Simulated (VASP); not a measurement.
TiB₂ (AlB2 type): computed properties

Computed with PBEsol GGA, VASP's PBE PAW potentials (set 64) (plane waves; VASP 6.6.1).

```
Item                                                                                     Result
----------------------------------  -----------------------------------------------------------
space group                                                                        P6/mmm (191)
cell                                a = b = 3.0188 Å, c = 3.1862 Å, α = β = 90.00°, γ = 120.00°
volume per atom                                                                    8.38 Å³/atom
band gap (over mesh and band path)                     none (metal, semimetal or under 0.01 eV)
band gap with spin-orbit coupling                                               none (metallic)
density                                                                              4.59 g/cm³
```

```
CELL_PARAMETERS angstrom
      1.50940    -2.61435     0.00000
      1.50940     2.61435     0.00000
      0.00000     0.00000     3.18618
ATOMIC_POSITIONS crystal
  Ti 0.00000 0.00000 0.00000
  B  0.33333 0.66667 0.50000
  B  0.66667 0.33333 0.50000
```

Measured: a 3.029 Å at 293 K (computed value off by -0.3 %), c 3.229 Å at 293 K (computed value off by -1.3 %), as given by R. G. Munro, J. Res. NIST 105, 709 (2000), Material Properties of Titanium Diboride. The calculation is for a static lattice, while the measured a, c hold thermal and zero-point effects, which are part of the difference.

The compound is TiB2 in the AlB2 type structure. It was relaxed first. Symmetry was kept, so distortions that lower it aren't found.
